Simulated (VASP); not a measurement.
Here is the system:

```xyz
2
Lattice="3.6440 0.0000 0.0000 -1.8220 3.1558 0.0000 0.0000 0.0000 5.8760" Properties=species:S:1:pos:R:3 pbc="T T T"
Sm     0.0000     2.1039     1.4690
Sm     1.8220     1.0519     4.4070
```
Starting moments (μB, in the order of the record's atoms Sm Sm): 5.0 5.0.

Calculation: PBEsol GGA, VASP's PBE PAW potentials (set 64) (plane waves; VASP). Run with 300 eV cut-off, 7×7×4 Γ-centred mesh, Gaussian smearing of 0.050 eV, potentials Sm.

Task: Give the spin-up energies of bands 11 to 24 at the high-symmetry points, in eV from the Fermi level.

Result: 
```json
[
 {"band": "11", "Γ": "-0.36", "M": "-1.29", "K": "-0.58", "A": "-0.44", "L": "-0.59", "H": "-0.76"},
 {"band": "12", "Γ": "-0.32", "M": "-0.43", "K": "-0.47", "A": "-0.44", "L": "-0.59", "H": "-0.76"},
 {"band": "13", "Γ": "-0.32", "M": "-0.42", "K": "-0.47", "A": "-0.32", "L": "-0.41", "H": "-0.44"},
 {"band": "14", "Γ": "-0.27", "M": "-0.40", "K": "-0.43", "A": "-0.32", "L": "-0.41", "H": "-0.44"},
 {"band": "15", "Γ": "-0.25", "M": "-0.35", "K": "-0.32", "A": "-0.32", "L": "-0.38", "H": "-0.37"},
 {"band": "16", "Γ": "-0.21", "M": "-0.33", "K": "-0.32", "A": "-0.32", "L": "-0.38", "H": "-0.37"},
 {"band": "17", "Γ": "-0.21", "M": "-0.31", "K": "-0.30", "A": "-0.21", "L": "-0.30", "H": "-0.34"},
 {"band": "18", "Γ": "-0.20", "M": "-0.21", "K": "-0.30", "A": "-0.21", "L": "-0.30", "H": "-0.34"},
 {"band": "19", "Γ": "-0.20", "M": "-0.13", "K": "-0.27", "A": "-0.17", "L": "-0.17", "H": "-0.10"},
 {"band": "20", "Γ": "-0.17", "M": "-0.11", "K": "-0.27", "A": "-0.17", "L": "-0.17", "H": "-0.10"},
 {"band": "21", "Γ": "-0.16", "M": "-0.08", "K": "-0.03", "A": "-0.09", "L": "-0.04", "H": "0.03"},
 {"band": "22", "Γ": "-0.15", "M": "-0.01", "K": "0.00", "A": "-0.09", "L": "-0.04", "H": "0.03"},
 {"band": "23", "Γ": "-0.15", "M": "0.00", "K": "0.03", "A": "-0.09", "L": "0.03", "H": "0.20"},
 {"band": "24", "Γ": "-0.09", "M": "0.04", "K": "0.03", "A": "-0.09", "L": "0.03", "H": "0.20"}
]
```

Task: Give the spin-down energies of bands 11 to 24 at the high-symmetry points, in eV from the Fermi level.

Result: 
```csv
band,Γ,M,K,A,L,H
11,2.62,0.00,0.98,1.88,1.06,0.74
12,2.70,1.86,1.00,1.88,1.06,0.74
13,2.87,2.64,2.22,2.90,2.89,2.10
14,2.87,2.74,2.22,2.90,2.89,2.10
15,3.12,3.20,3.29,2.90,3.48,3.22
16,3.21,3.31,3.42,2.90,3.48,3.22
17,3.38,3.56,3.42,3.13,3.49,3.53
18,3.38,3.66,3.60,3.13,3.49,3.53
19,3.52,3.68,3.66,3.61,3.68,3.72
20,3.55,3.69,3.66,3.61,3.68,3.72
21,3.55,3.77,3.71,3.61,3.71,3.72
22,3.58,3.79,3.71,3.61,3.71,3.72
23,3.58,3.81,3.79,3.73,3.83,3.86
24,3.96,3.83,3.79,3.73,3.83,3.87
```

It has no gap at this level: it comes out as a metal or semimetal.

The structure comes from a measured Sm entry of the Crystallography Open Database, whose conditions weren't checked. The cell was not relaxed at this level. VASP warned that the highest band is occupied, so more bands are needed.
